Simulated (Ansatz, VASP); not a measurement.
This is a calculation of AlSi2Cl for VASP 6.6.1.

INCAR

```
SYSTEM = AlSi2Cl
PREC = Accurate
ENCUT = 520
EDIFF = 1E-7
ISMEAR = -1
SIGMA = 0.05
LREAL = .FALSE.
LASPH = .TRUE.
NELM = 80
ALGO = Normal
ISIF = 2
LWAVE = .FALSE.
LCHARG = .FALSE.
GGA = PE
NBANDS = 17
```

File KPOINTS:

```
regular mesh
0
G
  8 8 6
  0 0 0
```

File POSCAR:

```
AlSi2Cl
1.0
    3.8028207600      0.0000000000      0.0000000000
   -1.9014103800      3.2933393800      0.0000000000
    0.0000000000      0.0000000000      4.9898621600
Al Si Cl
1 2 1
Direct
    0.6666666700      0.3333333300      0.5000000000
    0.0000000000      0.0000000000      0.7468175900
    0.0000000000      0.0000000000      0.2531824100
    0.3333333300      0.6666666700      0.0000000000
```

Potentials or basis: VASP PAW PBE potentials, release 64 (Al, Si, Cl).

The run is started by

```console
$ cat potpaw_PBE.64/Al/POTCAR potpaw_PBE.64/Si/POTCAR potpaw_PBE.64/Cl/POTCAR > POTCAR
$ mpirun -np 1 vasp_std > vasp.out
```

Problem. Translate it to Ansatz 0.2.0. Potentials there: all-electron LAPW, scalar-relativistic.

Solution. As run (the cutoff follows the program's own potentials):

input.yaml

```yaml
crystal:
  lattice:
    - [3.80282076, 0.0, 0.0]
    - [-1.90141038, 3.29333938, 0.0]
    - [0.0, 0.0, 4.98986216]
  atoms:
    - { symbol: Al, position: [0.66666667, 0.33333333, 0.5] }
    - { symbol: Si, position: [0.0, 0.0, 0.74681759] }
    - { symbol: Si, position: [0.0, 0.0, 0.25318241] }
    - { symbol: Cl, position: [0.33333333, 0.66666667, 0.0] }
kpoints:
  mp_grid: { grid: [8, 8, 6] }
scf:
  occupations: { method: fermi_dirac, width: 0.05 }
hamiltonian:
  xc: pbe
  pseudopotentials: { kind: all_electron, lapw: { basis_error: 0.001 } }
output:
  forces: true
  stress: true
  eigenvalues: true
  populations: true
```

Potentials or basis: all-electron LAPW, scalar-relativistic.

Command:

```bash
$ ansatz run input.yaml --threads 2 --pin off --max-ram 6144MiB --backend cpu --events-out ev --progress --plain --runs-dir out
```

Both were run:

|  | VASP | Ansatz | Ansatz less VASP |
| --- | --- | --- | --- |
| gap on the k mesh at the Fermi level (eV) | none | none | - |
| pressure (GPa) | 21.3 | 21.2 | -0.05 |
| largest component of the traceless stress (GPa) | 5.90 | 5.76 | -0.139 |
| rms of the force components (eV/Å) | 0.357 | 0.357 | -0.0005 |

Atom by atom the forces differ by 0.000 eV/Å (rms over components). A gap of «none» marks a metal or a gap that the smearing closes. Ansatz ran all-electron here, so the differences hold the error of VASP's frozen core and of both bases.

Caveats: so large a pressure means that the cell lies far from this level's equilibrium, or that cutoff or potentials fall short.
